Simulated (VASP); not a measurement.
Data:

```xyz
71
Lattice="4.8683 -8.4322 0.0000 4.8683 8.4322 0.0000 0.0000 0.0000 10.5563" Properties=species:S:1:pos:R:3 pbc="T T T"
Ga     1.6106    -0.9326     2.6319
Ga     1.6219     0.9353    10.5513
Ga     1.6209    -0.9331     7.9167
Ga     1.6126     0.9402     5.2907
Ga     3.2321     1.8741     2.6323
Ga     3.2464     3.7471    10.5513
Ga     3.2393     1.8731     7.9195
Ga     3.2532     3.7525     5.2917
Ga     4.8663     4.6809     2.6334
Ga     4.8682     6.5548    10.5518
Ga     4.8681     4.6842     7.9240
Ga     4.8666     6.5472     5.2897
Ga     3.2450    -3.7637     2.6317
Ga     3.2433    -1.8763    10.5514
Ga     3.2476    -3.7521     7.9169
Ga     3.2328    -1.8826     5.2815
Ga     4.8662    -0.9413     2.5580
Ga     4.8679     0.9371    10.5513
Ga     4.8675    -0.9377     7.9306
Ga     4.8663     0.9575     5.2877
Ga     6.4997     1.8735     2.6320
Ga     6.4889     3.7472    10.5512
Ga     6.4958     1.8729     7.9197
Ga     6.4805     3.7527     5.2901
Ga     4.8657    -6.5626     2.6318
Ga     4.8670    -4.6866    10.5513
Ga     4.8666    -6.5599     7.9241
Ga     4.8665    -4.6971     5.2890
Ga     6.4873    -3.7647     2.6321
Ga     6.4916    -1.8773    10.5512
Ga     6.4860    -3.7531     7.9181
Ga     6.5040    -1.8851     5.2845
Ga     8.1200    -0.9349     2.6318
Ga     8.1128     0.9343    10.5516
Ga     8.1150    -0.9348     7.9188
Ga     8.1193     0.9395     5.2902
N      1.6322    -0.9341     4.6251
N      1.6208     0.9335     1.9845
N      1.6278    -0.9422     9.9047
N      1.6212     0.9372     7.2694
N      3.2451     1.8627     4.6259
N      3.2434     3.7434     1.9866
N      3.2509     1.8695     9.9065
N      3.2444     3.7472     7.2697
N      4.8666     4.6838     4.6239
N      4.8662     6.5554     1.9866
N      4.8680     4.6831     9.9065
N      4.8680     6.5584     7.2680
N      3.2530    -3.7429     4.6247
N      3.2445    -1.8769     2.0070
N      3.2441    -3.7427     9.9049
N      3.2534    -1.8698     7.2532
N      4.8660     0.9309     2.0080
N      4.8679    -0.9386     9.9164
N      4.8674     0.9278     7.2577
N      6.4875     1.8623     4.6256
N      6.4895     3.7431     1.9869
N      6.4844     1.8697     9.9067
N      6.4907     3.7465     7.2684
N      4.8658    -6.5612     4.6231
N      4.8660    -4.6887     1.9846
N      4.8671    -6.5605     9.9067
N      4.8668    -4.6872     7.2683
N      6.4811    -3.7438     4.6251
N      6.4868    -1.8781     2.0075
N      6.4907    -3.7437     9.9057
N      6.4820    -1.8709     7.2553
N      8.1011    -0.9347     4.6249
N      8.1113     0.9320     1.9849
N      8.1076    -0.9436     9.9062
N      8.1130     0.9352     7.2696
```

Method: HSE06 screened hybrid, VASP's PBE PAW potentials (set 64) (plane waves; VASP). Settings: PREC = Normal, LREAL = Auto, ISYM = 0, EDIFF = 1E-5, 400 eV cut-off, 1×1×1 Γ-centred mesh, Gaussian smearing of 0.050 eV, potentials Ga N. Starting moments (MAGMOM): 71*0.0141. The cell's moment is fixed (NUPDOWN = 1).

The supercell is sampled at Γ alone, which is coarse: total energies, pressure and levels can be off, energies of defects by several tenths of an eV.

Problem. Predict the cell moment, energy per atom (σ→0).

Solution. 
The cell moment is 1.00 μB. The energy per atom (σ→0) is -699.2 kJ/mol of atoms.

The cell is a supercell with a defect, built from GaN (wurtzite): vac_N. The cell's shape comes from a PBE relaxation.
